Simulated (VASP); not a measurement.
Method: TPSS meta-GGA, VASP's PBE PAW potentials (set 64) (plane waves; VASP).

A VASP calculation is set up with these files.

### KPOINTS
```
Automatic mesh
0
Gamma
11 11 6
0 0 0
```

**INCAR**
```
SYSTEM = Tl
PREC = Accurate
ENCUT = 520
EDIFF = 1E-6
NELM = 100
ALGO = Normal
LREAL = .FALSE.
LASPH = .TRUE.
ISMEAR = 1
SIGMA = 0.1
METAGGA = TPSS
LMIXTAU = .TRUE.
LMAXMIX = 4
LWAVE = .FALSE.
LCHARG = .FALSE.
IBRION = 2
ISIF = 3
NSW = 60
EDIFFG = -0.01
```

File POSCAR:
```
Tl
1.0
  1.7300000000  -2.9964480000   0.0000000000
  1.7300000000   2.9964480000   0.0000000000
  0.0000000000   0.0000000000   5.5200000000
Tl
2
direct
  0.3333330000   0.6666670000   0.2500000000
  0.6666670000   0.3333330000   0.7500000000
```

POTCAR, in this order: Tl_d (PBE.64 set). Program: vasp_std.

What will the output report for the number of irreducible k-points (NKPTS), largest plane-wave count, number of space-group operations, FFT grid (NGX, NGY, NGZ)?

```json
{
  "number of irreducible k-points (NKPTS)": "64",
  "largest_plane_wave_count": "1570",
  "number_of_space_group_operations": "24",
  "FFT grid (NGX, NGY, NGZ)": "28 × 28 × 42"
}
```

The compound is Tl in the hcp structure. This run relaxes it. Symmetry was kept, so distortions that lower it aren't found.
